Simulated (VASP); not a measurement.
Consider the following.

```
WSe2
1.0
    1.64113    -2.84251     0.00000
    1.64113     2.84251     0.00000
    0.00000     0.00000    13.05142
W Se
2 4
Cartesian
  1.64113   0.94751   3.26286
  1.64113  -0.94751   9.78857
  1.64113   0.94751  11.47482
  1.64113  -0.94751   4.94911
  1.64113  -0.94751   1.57660
  1.64113   0.94751   8.10231
```

All values below come from vdW-DF-cx, VASP's PBE PAW potentials (set 64) (plane waves; VASP). Settings: 520 eV cut-off, Gaussian smearing of 0.050 eV, potentials W_sv Se.

Unless said otherwise, spin-orbit coupling is left out, though it shifts the bands of the heavy elements here.

Task: What does the run give for the band gap (along the path) with the smallest direct gap where there is one?

Result: 
The band gap (along the path) comes out as 0.94 eV. The smallest direct gap (along the path) is 1.57 eV.

Total energies compare only between runs with the same potentials, cut-off and functional.

The compound is WSe2 in the 2H layered structure. It was relaxed first.
